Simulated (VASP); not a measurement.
Given:

```
CELL_PARAMETERS angstrom
      2.28072    -3.95032     0.00000
      2.28072     3.95032     0.00000
      0.00000     0.00000     7.44676
ATOMIC_POSITIONS crystal
  Ag 0.66667 0.33333 0.50008
  Ag 0.33333 0.66667 0.00008
  I  0.66667 0.33333 0.87492
  I  0.33333 0.66667 0.37492
```

The numbers are results of PBEsol GGA, VASP's PBE PAW potentials (set 64) (plane waves; VASP 6.6.1), not measurements. Run with 520 eV cut-off, 6×6×4 Γ-centred mesh, tetrahedra with Blöchl corrections, potentials Ag I.

The cores are frozen, which limits the accuracy of field gradients.

Give the principal components of the electric field gradient (V/Å²) and the asymmetry η at each nucleus.

| atom | Vxx | Vyy | Vzz | η |
|---|---|---|---|---|
| Ag1 | 0.2 | 0.2 | -0.4 | - |
| Ag2 | 0.2 | 0.2 | -0.4 | - |
| I3 | -2.3 | -2.3 | 4.6 | 0.00 |
| I4 | -2.3 | -2.3 | 4.6 | 0.00 |

The compound is AgI in the wurtzite structure. It was relaxed first.
